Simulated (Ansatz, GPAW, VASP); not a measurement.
# One structure in several programs: Ni (Fm-3m, 1 atom in the cell)

Self-consistent single point.

```yaml
crystal:
  lattice:
    - [0.00000, 1.73712, 1.73712]
    - [1.73712, 0.00000, 1.73712]
    - [1.73712, 1.73712, 0.00000]
  atoms:
    - { symbol: Ni, position: [0.00000, 0.00000, 0.00000], spin: 1.0 }
```
(The spins are starting values, not results.)

All programs got the same cell, k-point mesh and kind of occupations, and the same starting moments (in Ansatz's words: kpoints.mp_grid.grid = 11 11 11; magnetization.spin_polarized = true; scf.occupations.method = fermi_dirac; scf.occupations.width = 0.1 eV); potentials, basis and cutoffs are each program's usual ones.

| code | model | pressure (GPa) | size of the net moment (μB/atom) | cutoff |
|---|---|---|---|---|
| GPAW | PBE, GPAW PAW datasets PBE (gpaw-data 1.0.1) | 10.91 | 0.58 | 850 eV |
| VASP | PBE, VASP's PBE PAW potentials (set 64) | 7.72 | 0.57 | 300 eV |
| Ansatz | PBE, default PAW files | 8.31 | 0.58 | 420 eV |

The spread over the programs that give each value: pressure within 3.19 GPa; size of the net moment within 0.01 μB/atom.

The starting cell has typed, rounded lattice constants, without a prior relaxation at this level. Its lattice was rescaled by a random factor within 2.5 % of one. On Ansatz's run: With one magnetic atom in the cell only a parallel order is possible. In the base run, with a pressure of about 8 GPa the cell is away from its equilibrium volume at this level.

Q: Why do the programs differ, and what cannot be compared?

A: Differences of this kind can come from the potentials, where these differ, and from what each basis and cutoff leave unconverged. The valence holds different numbers of electrons (GPAW 16, VASP 10, Ansatz (a quantum-chemistry and plane-wave program) 18). The zero of total energies and Fermi levels follows the potentials and each program's conventions, so they are not compared here. Ansatz's pressure is given at a fixed set of plane waves, as the other plane-wave codes print theirs; with its correction for the finite basis it is 8.38 GPa. Site moments depend on each program's spheres or projections; the total moment of the cell does not. In the pressure, GPAW (by 2.60) lies more than 1 GPa from the median of the plane-wave programs.

VASP's run is marked for a possible Pulay error in its stress at this cutoff; no cutoff test was made.

Left out of this page: Quantum ESPRESSO, ABINIT, Elk, FLEUR and SIESTA (not drawn, or without a comparable value).

Keys are those of Ansatz 0.2.
